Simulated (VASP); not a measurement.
Output of a VASP run:

File OSZICAR:
```
       N       E                     dE             d eps       ncg     rms          rms(c)
DAV:   1     0.158631816255E+03    0.15863E+03   -0.99672E+03   980   0.150E+03
DAV:   2     0.476125753259E+01   -0.15387E+03   -0.15080E+03  1034   0.355E+02
DAV:   3    -0.892702389947E+01   -0.13688E+02   -0.13616E+02  1312   0.109E+02
DAV:   4    -0.927189809611E+01   -0.34487E+00   -0.34460E+00  1074   0.204E+01
DAV:   5    -0.928553623066E+01   -0.13638E-01   -0.13638E-01  1390   0.407E+00    0.439E+00
DAV:   6    -0.876444638821E+01    0.52109E+00   -0.16282E+00  1456   0.970E+00    0.311E+00
DAV:   7    -0.876621614039E+01   -0.17698E-02   -0.15410E-01  1036   0.222E+00    0.181E+00
DAV:   8    -0.877001699690E+01   -0.38009E-02   -0.16795E-02  1082   0.163E+00    0.294E-01
DAV:   9    -0.876957593308E+01    0.44106E-03   -0.35808E-03  1526   0.589E-01    0.968E-02
DAV:  10    -0.876978948974E+01   -0.21356E-03   -0.39288E-04  1010   0.129E-01    0.572E-02
DAV:  11    -0.876979576662E+01   -0.62769E-05   -0.66865E-05  1242   0.100E-01    0.136E-02
DAV:  12    -0.876979689233E+01   -0.11257E-05   -0.42152E-06  1172   0.223E-02    0.326E-03
DAV:  13    -0.876979691555E+01   -0.23213E-07   -0.19514E-07   968   0.570E-03
   1 F= -.87697969E+01 E0= -.87697969E+01  d E =0.000000E+00
```

**OUTCAR**
```
------------------------ aborting loop because EDIFF is reached ----------------------------------------
  FORCE on cell =-STRESS in cart. coord.  units (eV):
  Direction    XX          YY          ZZ          XY          YZ          ZX
  --------------------------------------------------------------------------------------
  Total        0.0101710      0.0101710      0.0101710     -0.0000000     -0.0000000      0.0000000
  in kB        0.3010265      0.3010265      0.3010265     -0.0000000     -0.0000000      0.0000000
  external PRESSURE =       0.3010265 kB  Pullay stress =       0.0000000 kB
  volume of cell :       54.13
      direct lattice vectors                 reciprocal lattice vectors
     0.000000000  3.002480837  3.002480837    -0.166528956  0.166528956  0.166528956
     3.002480837  0.000000000  3.002480837     0.166528956 -0.166528956  0.166528956
     3.002480837  3.002480837  0.000000000     0.166528956  0.166528956 -0.166528956
  FREE ENERGIE OF THE ION-ELECTRON SYSTEM (eV)
  ---------------------------------------------------
  free  energy   TOTEN  =        -8.7697969155 eV

  energy  without entropy=       -8.7697969155  energy(sigma->0) =       -8.76979692

 total charge

# of ion       s       p       d       tot
------------------------------------------
    1        1.489   0.485   9.843  11.817
    2        1.349   2.331   0.000   3.680
--------------------------------------------------
tot          2.837   2.817   9.843  15.498
```
(Selected blocks of OUTCAR.)

File POSCAR:
```
PbS
1
    0.0000000000     3.0024808369     3.0024808369
    3.0024808369     0.0000000000     3.0024808369
    3.0024808369     3.0024808369     0.0000000000
Pb S
1 1
Direct
  0.0000000000   0.0000000000   0.0000000000
  0.5000000000   0.5000000000   0.5000000000
```

**Question.** Reconstruct the remaining input files.

**Answer.** One answer among several that fit: the input of the run itself, PBE GGA, plane waves, VASP's PBE PAW potentials (set 64).

KPOINTS:
```
Regular mesh
0
G
 9 9 9
```

**INCAR**
```
! general
SYSTEM   =  PbS
PREC     =  Accurate
ENCUT    =  520
LREAL    =  .False.
LASPH    =  .True.

! electronic loop
EDIFF    =  1E-7
NELM     =  100
ALGO     =  Normal
LMAXMIX  =  4

! smearing
ISMEAR   =  -5

! functional
GGA      =  PE

! ions
ISIF     =  2

! output
LWAVE    =  .False.
LCHARG   =  .True.
LORBIT   =  11
NEDOS    =  601
```

POTCAR, in this order: Pb_d S (PBE.64 set). Program: vasp_std.

The compound is PbS in the rock salt structure. It was relaxed first.
